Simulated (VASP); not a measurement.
MgBe:

```
CELL_PARAMETERS angstrom
2.39955 0.00000 0.00000
-1.19977 2.07807 0.00000
0.00000 0.00000 4.90091
ATOMIC_POSITIONS crystal
Mg 0.00000 0.00000 0.04335
Be 0.00000 0.00000 0.59051
```

The cell was built by a generator and needn't be a form met in nature.

- Program: VASP 6.6.1
- Task: relaxation of cell and atoms
- Functional: r2SCAN
- Potentials or basis: VASP PAW PBE potentials, release 64 (Mg, Be)
- Cutoff: 600 eV
- k mesh: 13 × 13 × 6
- Occupations: methfessel-paxton, width 0.1 eV
- Spin: no spin polarisation

At the start: pressure 33.5 GPa; volume 12.22 Å³/atom.

Task: How do energy, volume and symmetry change on relaxing?

Result: Over 17 steps the energy falls by 489.3 meV/atom and the volume is 17.18 Å³/atom (+40.6 %); space group P6/mmm (No. 191, to 0.05 Å).

The path:
```csv
step,energy change (eV),largest force (eV/Å),pressure (GPa),volume (Å³)
1,0.0000,1.8002,33.45,24.44
2,-0.9682,0.2417,-0.37,34.58
3,-0.9682,0.2388,-0.42,34.62
4,-0.9736,0.1498,-0.24,34.43
5,-0.9771,0.0107,0.21,34.11
6,-0.9771,0.0054,0.20,34.12
7,-0.9776,0.0097,0.07,34.24
8,-0.9782,0.0203,-0.29,34.61
9,-0.9784,0.0151,-0.11,34.42
10,-0.9785,0.0178,-0.20,34.52
11,-0.9785,0.0170,-0.17,34.49
12,-0.9783,0.0080,0.02,34.39
13,-0.9786,0.0139,-0.11,34.46
14,-0.9786,0.0057,0.01,34.36
15,-0.9786,0.0051,0.02,34.35
16,-0.9786,0.0054,0.02,34.36
17,-0.9786,0.0014,0.01,34.36
```

Final structure:
```
Mg Be
1.0
     2.71659    0.00000    0.00000
    -1.35830    2.35264    0.00000
     0.00000    0.00000    5.37676
Mg Be
1 1
Cartesian
  -1.3583 2.3526 0.3601
  0.0000 0.0000 3.0480
```

Caveat: the volume moved by over 15 % at a fixed basis, so the end points are rough; the PAW data sets were made with another functional, which shifts forces and pressure a little.
